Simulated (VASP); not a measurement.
Given:

```
CELL_PARAMETERS angstrom
      2.22317     1.28355     7.24499
     -2.22317     1.28355     7.24499
      0.00000    -2.56710     7.24499
ATOMIC_POSITIONS crystal
  Cd 0.00504 0.00504 0.00504
  Cd 0.49500 0.49500 0.49500
  Te 0.62401 0.62401 0.62401
  Se 0.12595 0.12595 0.12595
```

Computed with PBEsol GGA, VASP's PBE PAW potentials (set 64) (plane waves; VASP). Numerical set-up: 400 eV cut-off, 7×7×7 Γ-centred mesh, tetrahedra with Blöchl corrections, potentials Cd Te Se.

Unless said otherwise, spin-orbit coupling is left out, though it shifts the bands of the heavy elements here.

### Question
What does the run give for the energy per atom (σ→0), band gap (on the k-mesh) with the smallest direct gap where there is one?

### Answer

| Item | Value |
|---|---|
| band gap (on the k-mesh) | 0.17 eV |
| smallest direct gap (on the k-mesh) | 0.17 eV |
| energy per atom (σ→0) | -2.898 eV/atom |

Total energies compare only between runs with the same potentials, cut-off and functional.

The structure comes from a computed database's Cd2TeSe entry (R3m); how it stands against other phases isn't given here. It was relaxed first.
